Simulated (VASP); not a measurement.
All values below come from r2SCAN meta-GGA, VASP's PBE PAW potentials (set 64) (plane waves; VASP).

A VASP calculation is set up with these files.

### KPOINTS_OPT
```
k-points along high-symmetry lines
6
Line-mode
Reciprocal
  0.000000   0.000000   0.000000 ! GAMMA
  0.000000   0.500000   0.000000 ! M

  0.000000   0.500000   0.000000 ! M
 -0.333333   0.666667   0.000000 ! K

 -0.333333   0.666667   0.000000 ! K
  0.000000   0.000000   0.000000 ! GAMMA

  0.000000   0.000000   0.000000 ! GAMMA
  0.000000   0.000000   0.500000 ! A

  0.000000   0.000000   0.500000 ! A
  0.000000   0.500000   0.500000 ! L

  0.000000   0.500000   0.500000 ! L
 -0.333333   0.666667   0.500000 ! H

 -0.333333   0.666667   0.500000 ! H
  0.000000   0.000000   0.500000 ! A

  0.000000   0.500000   0.500000 ! L
  0.000000   0.500000   0.000000 ! M

 -0.333333   0.666667   0.500000 ! H
 -0.333333   0.666667   0.000000 ! K
```

File POSCAR:
```
Gd
1
    1.8481687333    -3.2011219194     0.0000000000
    1.8481687333     3.2011219194    -0.0000000000
   -0.0000000000     0.0000000000     5.6403644413
Gd
2
Direct
  0.3333330000   0.6666670000   0.2500000000
  0.6666670000   0.3333330000   0.7500000000
```

**KPOINTS**
```
Automatic
0
gamma
  13 13 7
0 0 0
```

### INCAR
```
SYSTEM = Gd
PREC = Accurate
ENCUT = 520
EDIFF = 1E-7
NELM = 100
ALGO = Normal
LREAL = .FALSE.
LASPH = .TRUE.
ISMEAR = -5
METAGGA = R2SCAN
LMIXTAU = .TRUE.
LMAXMIX = 6
LWAVE = .FALSE.
LCHARG = .FALSE.
LORBIT = 11
NEDOS = 601
ISIF = 2
```

POTCAR, in this order: Gd_3 (PBE.64 set). Program: vasp_std.

The 4f electrons are frozen in the core of the lanthanide potential, so 4f levels, which can set the real gap, and their magnetism are missing.

**Question.** Predict the energy per atom (σ→0), band gap (over mesh and band path).

**Answer.** 
```json
{
  "energy per atom (σ→0)": "-30.598 eV/atom",
  "band gap (over mesh and band path)": "none (metal, semimetal or under 0.01 eV)"
}
```

**OSZICAR**
```
...
DAV:  27    -0.611953578705E+02   -0.71939E-06   -0.26081E-06  2259   0.169E-02    0.658E-03
DAV:  28    -0.611953581695E+02   -0.29904E-06   -0.94642E-08  1897   0.350E-03    0.548E-03
DAV:  29    -0.611953572953E+02    0.87422E-06   -0.19241E-07  2264   0.414E-03    0.395E-03
DAV:  30    -0.611953575043E+02   -0.20905E-06   -0.26730E-08  1182   0.200E-03    0.317E-03
DAV:  31    -0.611953577970E+02   -0.29269E-06   -0.35519E-08  1167   0.266E-03    0.136E-03
DAV:  32    -0.611953577435E+02    0.53496E-07   -0.64753E-09  1152   0.844E-04
   1 F= -.61195358E+02 E0= -.61195358E+02  d E =0.000000E+00
       N       E                     dE             ncg
```

The compound is Gd in the hcp structure. It was relaxed first.
